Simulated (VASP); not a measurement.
Runs of VASP 6.6.1 on InSb. It takes space group F-43m (No. 216, cubic). Conventional cell: a = 6.521 Å, b = 6.521 Å, c = 6.521 Å, α = 90.00°, β = 90.00°, γ = 90.00°. Around In (site symmetry -43m) lie 4 Sb at 2.82 Å. Sb (site symmetry -43m) is surrounded by 4 In at 2.82 Å. The cell is a database's computed one.

| level | k mesh | cutoff (eV) | smearing | gap on the mesh (eV) | pressure (GPa) |
| --- | --- | --- | --- | --- | --- |
| r2SCAN | 12 × 12 × 12 | 520 | gaussian 0.1 eV | 0.12 | (a) |
| PBEsol | 18 × 18 × 18 | 520 | gaussian 0.1 eV | none | 0.0 |
| PBEsol | 12 × 12 × 12 | 900 | gaussian 0.1 eV | none | 0.0 |
| PBEsol | 12 × 12 × 12 | 520 | gaussian 0.5 eV | none | 0.0 |
| PBEsol | 12 × 12 × 12 | 700 | gaussian 0.1 eV | none | 0.0 |

Alike in all rows: task single point; potentials or basis VASP PAW PBE potentials, release 64 (In_d, Sb); no spin polarisation; cell as given.

Q: Estimate the missing entries.

A: (a) 0.7.

Caveats: the PAW data sets were made with another functional, which shifts forces and pressure a little; this crystal is a semiconductor, whose small gap the functional closes, so the metal is an error of the method (some runs); spin-orbit coupling is left out, which moves the levels of the heavy elements (some runs).

A k mesh can miss the band edges, and the runs leave out spin-orbit coupling on In, Sb.

A gap of «none» marks a metal or a gap under the smearing width.

Not every run made on this cell is shown here.
